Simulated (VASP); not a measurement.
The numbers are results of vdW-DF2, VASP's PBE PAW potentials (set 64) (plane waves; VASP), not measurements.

VASP ran on this input.

KPOINTS:
```
Automatic mesh
0
Gamma
9 9 5
0 0 0
```

### INCAR
```
AGGAC=0.0
ALGO=Normal
EDIFF=1E-7
ENCUT=520
GGA=ML
ISIF=2
ISMEAR=-5
LASPH=.TRUE.
LCHARG=.TRUE.
LEFG=.TRUE.
LORBIT=11
LREAL=.FALSE.
LUSE_VDW=.TRUE.
LWAVE=.FALSE.
NEDOS=601
NELM=100
PREC=Accurate
SYSTEM=AlN
ZAB_VDW=-1.8867
```

**POSCAR**
```
AlN
1
    1.5750494312    -2.7280656332     0.0000000000
    1.5750494312     2.7280656332     0.0000000000
    0.0000000000     0.0000000000     5.0786049134
Al N
2 2
Direct
  0.6666670000   0.3333330000   0.5008199971
  0.3333330000   0.6666670000   0.0008199971
  0.6666670000   0.3333330000   0.8811800029
  0.3333330000   0.6666670000   0.3811800029
```

POTCAR, in this order: Al N (PBE.64 set). Program: vasp_std.

Output

### OUTCAR
```
 ion  position               nearest neighbor table
   1  0.667  0.333  0.501-   4 1.92   4 1.92   4 1.92   3 1.93   2 3.12   2 3.12   2 3.12   2 3.12
                             2 3.12   2 3.12
   2  0.333  0.667  0.001-   3 1.92   3 1.92   3 1.92   4 1.93   1 3.12   1 3.12   1 3.12   1 3.12
                             1 3.12   1 3.12
   3  0.667  0.333  0.881-   2 1.92   2 1.92   2 1.92   1 1.93
   4  0.333  0.667  0.381-   1 1.92   1 1.92   1 1.92   2 1.93
  LATTYP: Found a hexagonal cell.
 ALAT       =     3.1500988571
 C/A-ratio  =     1.6122049319
 Subroutine PRICEL returns:
 Original cell was already a primitive cell.
 Subroutine GETGRP returns: Found 12 space group operations
The static configuration has the point symmetry C_3v.
 The point group associated with its full space group is C_6v.
The dynamic configuration has the point symmetry C_3v.
 Subroutine INISYM returns: Found 12 space group operations
 Subroutine IBZKPT returns following result:
 Found     36 irreducible k-points:

 Following reciprocal coordinates:
            Coordinates               Weight
  0.000000  0.000000  0.000000      1.000000
  0.111111 -0.000000  0.000000      6.000000
  0.222222  0.000000  0.000000      6.000000
  0.333333 -0.000000  0.000000      6.000000
  0.444444  0.000000  0.000000      6.000000
  0.111111  0.111111  0.000000      6.000000
  0.222222  0.111111  0.000000     12.000000
  0.333333  0.111111  0.000000     12.000000
  0.444444  0.111111  0.000000      6.000000
  0.222222  0.222222  0.000000      6.000000
  0.333333  0.222222  0.000000     12.000000
  0.333333  0.333333  0.000000      2.000000
  0.000000  0.000000  0.200000      2.000000
  0.111111 -0.000000  0.200000     12.000000
  0.222222  0.000000  0.200000     12.000000
  0.333333 -0.000000  0.200000     12.000000
  0.444444  0.000000  0.200000     12.000000
  0.111111  0.111111  0.200000     12.000000
  0.222222  0.111111  0.200000     24.000000
  0.333333  0.111111  0.200000     24.000000
  0.444444  0.111111  0.200000     12.000000
  0.222222  0.222222  0.200000     12.000000
  0.333333  0.222222  0.200000     24.000000
  0.333333  0.333333  0.200000      4.000000
  0.000000  0.000000  0.400000      2.000000
  0.111111 -0.000000  0.400000     12.000000
  0.222222  0.000000  0.400000     12.000000
  0.333333 -0.000000  0.400000     12.000000
  0.444444  0.000000  0.400000     12.000000
  0.111111  0.111111  0.400000     12.000000
  0.222222  0.111111  0.400000     24.000000
  0.333333  0.111111  0.400000     24.000000
  0.444444  0.111111  0.400000     12.000000
  0.222222  0.222222  0.400000     12.000000
  0.333333  0.222222  0.400000     24.000000
  0.333333  0.333333  0.400000      4.000000
   k-points           NKPTS =     36   k-points in BZ     NKDIM =     36   number of bands    NBANDS=     12
   number of dos      NEDOS =    601   number of ions     NIONS =      4
   total plane-waves  NPLWV =  23040
   dimension x,y,z NGX =    24 NGY =   24 NGZ =   40
   dimension x,y,z NGXF=    48 NGYF=   48 NGZF=   80
   ions per type =               2   2
   PREC   = accura    normal or accurate (medium, high low for compatibility)
   ISTART =      0    job   : 0-new  1-cont  2-samecut
   ICHARG =      2    charge: 1-file 2-atom 10-const
   ISPIN  =      1    spin polarized calculation?
   LNONCOLLINEAR =      F non collinear calculations
   LSORBIT =      F    spin-orbit coupling
   INIWAV =      1    electr: 0-lowe 1-rand  2-diag
   ENCUT  =  520.0 eV  38.22 Ry    6.18 a.u.   5.86  5.86  9.44*2*pi/ulx,y,z
   NELM   =    100;   NELMIN=  2; NELMDL= -5     # of ELM steps
   EDIFF  = 0.1E-06   stopping-criterion for ELM
   LREAL  =      F    real-space projection
...
```

File OSZICAR:
```
       N       E                     dE             d eps       ncg     rms          rms(c)
DAV:   1     0.602389258737E+02    0.60239E+02   -0.76194E+03   864   0.119E+03
DAV:   2    -0.253936445770E+02   -0.85633E+02   -0.79422E+02  1300   0.225E+02
DAV:   3    -0.295645427138E+02   -0.41709E+01   -0.41544E+01  1132   0.551E+01
DAV:   4    -0.296021771328E+02   -0.37634E-01   -0.37623E-01  1000   0.597E+00
DAV:   5    -0.296027997783E+02   -0.62265E-03   -0.62261E-03  1108   0.794E-01    0.139E+01
DAV:   6    -0.232904279228E+02    0.63124E+01   -0.25551E+01  1052   0.387E+01    0.394E+00
DAV:   7    -0.234175565026E+02   -0.12713E+00   -0.10315E+00   964   0.797E+00    0.295E+00
DAV:   8    -0.234424498048E+02   -0.24893E-01   -0.16828E-01   920   0.456E+00    0.635E-01
DAV:   9    -0.234339502691E+02    0.84995E-02   -0.36978E-02  1128   0.149E+00    0.283E-01
DAV:  10    -0.234348749001E+02   -0.92463E-03   -0.45638E-03   952   0.606E-01    0.163E-01
DAV:  11    -0.234348108360E+02    0.64064E-04   -0.28821E-04  1020   0.175E-01    0.416E-02
DAV:  12    -0.234348176687E+02   -0.68327E-05   -0.28754E-05  1028   0.470E-02    0.861E-03
DAV:  13    -0.234348217778E+02   -0.41091E-05   -0.38812E-06   928   0.247E-02    0.254E-03
DAV:  14    -0.234348222691E+02   -0.49138E-06   -0.38473E-07  1104   0.574E-03    0.109E-03
DAV:  15    -0.234348223403E+02   -0.71154E-07   -0.63013E-08   580   0.257E-03
   1 F= -.23434822E+02 E0= -.23434822E+02  d E =0.000000E+00
```

**OUTCAR**
```
------------------------ aborting loop because EDIFF is reached ----------------------------------------
  FORCE on cell =-STRESS in cart. coord.  units (eV):
  Direction    XX          YY          ZZ          XY          YZ          ZX
  --------------------------------------------------------------------------------------
  Total        0.0517388      0.0517388     -0.0123982      0.0000000      0.0000000      0.0000000
  in kB        1.8993440      1.8993440     -0.4551393      0.0000000      0.0000000      0.0000000
  external PRESSURE =       1.1145163 kB  Pullay stress =       0.0000000 kB
  volume of cell :       43.64
      direct lattice vectors                 reciprocal lattice vectors
     1.575049431 -2.728065633  0.000000000     0.317450354 -0.183280048  0.000000000
     1.575049431  2.728065633  0.000000000     0.317450354  0.183280048  0.000000000
     0.000000000  0.000000000  5.078604913     0.000000000  0.000000000  0.196904468
  FREE ENERGIE OF THE ION-ELECTRON SYSTEM (eV)
  ---------------------------------------------------
  free  energy   TOTEN  =       -23.4348223403 eV

  energy  without entropy=      -23.4348223403  energy(sigma->0) =      -23.43482234

 total charge

# of ion       s       p       d       tot
------------------------------------------
    1        0.349   0.409   0.000   0.757
    2        0.349   0.409   0.000   0.757
    3        1.224   2.653   0.000   3.877
    4        1.224   2.653   0.000   3.877
--------------------------------------------------
tot          3.146   6.123   0.000   9.270

 Electric field gradients after diagonalization (V/A^2)
 (convention: |V_zz| > |V_xx| > |V_yy|)
----------------------------------------------------------------------
 ion       V_xx      V_yy      V_zz     asymmetry (V_yy - V_xx)/ V_zz
----------------------------------------------------------------------
   1      -2.334    -2.334     4.667       0.000
   2      -2.334    -2.334     4.667       0.000
   3      -0.131    -0.129     0.260       0.007
   4      -0.131    -0.129     0.260       0.007
```
(Selected blocks of OUTCAR.)

The compound is AlN in the wurtzite structure. It was relaxed first.
